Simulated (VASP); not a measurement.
A convergence study with VASP on CaF$_{2}$: one setting is varied, all else stays as given below, so the limit is that of these other settings.

```
CELL_PARAMETERS angstrom
      3.88011     0.00000     0.00000
      1.94005     3.36027     0.00000
      0.00000     0.00000    21.92019
ATOMIC_POSITIONS crystal
  Ca 0.00000 0.00000 0.35547
  Ca 0.33333 0.33333 0.50000
  Ca 0.66667 0.66667 0.64453
  F  0.66667 0.66667 0.31934
  F  0.33333 0.33333 0.39160
  F  0.00000 0.00000 0.46387
  F  0.66667 0.66667 0.53613
  F  0.33333 0.33333 0.60839
  F  0.00000 0.00000 0.68066
```

Level of theory: PBE GGA, VASP's PBE PAW potentials (set 64) (plane waves; VASP). The tightest run used: 800 eV cut-off, 7×7×1 Γ-centred mesh, Fermi-Dirac smearing of 0.020 eV, potentials Ca_sv F.

```json
[
 {"setting": "ENCUT = 200", "E (eV/atom)": "-5.4066", "largest force (eV/Å)": "0.287", "plane waves": "1869"},
 {"setting": "ENCUT = 240", "E (eV/atom)": "-5.9042", "largest force (eV/Å)": "0.076", "plane waves": "2437"},
 {"setting": "ENCUT = 280", "E (eV/atom)": "-5.7780", "largest force (eV/Å)": "0.060", "plane waves": "3065"}
]
```

### Question
These are the cheaper rows. Estimate the results at ENCUT = 800, and how far the last row shown lies from them.

### Answer

```json
[
 {"quantity": "E (eV/atom)", "tightest run": "-5.7182", "last row shown is off by": "-0.0599"},
 {"quantity": "largest force (eV/Å)", "tightest run": "0.129", "last row shown is off by": "-0.069"}
]
```

Left out are rungs that failed or repeat a setting and relaxations that didn't move; long series are thinned to 24 rows.

The cell is a sheet or thin cut with vacuum, built from a generated structure.
